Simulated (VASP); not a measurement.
ZnIr2O4: relaxation of cell and atoms with PBEsol

Crystal: ZnIr2O4.

```
CELL_PARAMETERS angstrom
0.00000 4.31457 4.31457
4.31457 0.00000 4.31457
4.31457 4.31457 0.00000
ATOMIC_POSITIONS crystal
Zn 0.75000 0.75000 0.75000
Zn 0.50000 0.50000 0.50000
Ir 0.12500 0.12500 0.62500
Ir 0.12500 0.62500 0.12500
Ir 0.62500 0.12500 0.12500
Ir 0.12500 0.12500 0.12500
O 0.36396 0.36396 0.90811
O 0.36396 0.90811 0.36396
O 0.90811 0.36396 0.36396
O 0.36396 0.36396 0.36396
O 0.88604 0.88604 0.34189
O 0.88604 0.34189 0.88604
O 0.34189 0.88604 0.88604
O 0.88604 0.88604 0.88604
```

The cell comes from a database or a generator and needn't be the stable form of this composition.

```json
{
 "Program": "VASP 6.6.1",
 "Task": "relaxation of cell and atoms",
 "Functional": "PBEsol",
 "Potentials or basis": "VASP PAW PBE potentials, release 64 (Zn, Ir, O)",
 "Cutoff": "600 eV",
 "k mesh": "6 × 6 × 6",
 "Occupations": "gaussian, width 0.03 eV",
 "Spin": "no spin polarisation",
 "Further INCAR settings": "ALGO = Normal; EDIFF = 1e-07; IBRION = 2; EDIFFG = -0.005; NSW = 90; ISIF = 3"
}
```

```json
{"Pressure after relaxing": "0.1 GPa", "Band gap on the k mesh": "0.50 eV, indirect (least direct gap 0.58 eV)"}
```

Final structure:
```
CELL_PARAMETERS angstrom
0.00000 4.31457 4.31457
4.31457 0.00000 4.31457
4.31457 4.31457 0.00000
ATOMIC_POSITIONS crystal
Zn 0.75000 0.75000 0.75000
Zn 0.50000 0.50000 0.50000
Ir 0.12500 0.12500 0.62500
Ir 0.12500 0.62500 0.12500
Ir 0.62500 0.12500 0.12500
Ir 0.12500 0.12500 0.12500
O 0.36396 0.36396 0.90811
O 0.36396 0.90811 0.36396
O 0.90811 0.36396 0.36396
O 0.36396 0.36396 0.36396
O 0.88604 0.88604 0.34189
O 0.88604 0.34189 0.88604
O 0.34189 0.88604 0.88604
O 0.88604 0.88604 0.88604
```

Levels at points of the mesh, in eV from the valence-band top:
```tsv
k point	band 51	band 52	band 53	band 54	band 55	band 56	band 57	band 58
(0.00, 0.00, 0.00)	-0.14	-0.08	-0.08	-0.08	0.50	2.70	2.70	2.70
(0.50, 0.00, 0.00)	-0.43	-0.14	-0.11	-0.11	2.04	2.40	2.40	2.46
(0.50, 0.50, 0.00)	-0.15	-0.15	0.00	0.00	0.78	0.78	2.00	2.00
```

Run time: 2.2 min on 4 MPI ranks on Intel(R) Xeon(R) Platinum 8488C (Sapphire Rapids), on a shared host, peak memory 0.45 GiB a rank.

Caveat: the relaxation stopped at its first step, so nothing moved; the PAW data sets were made with another functional, which shifts forces and pressure a little; spin-orbit coupling is left out, which moves the levels of the heavy elements. A k mesh can miss the band edges.
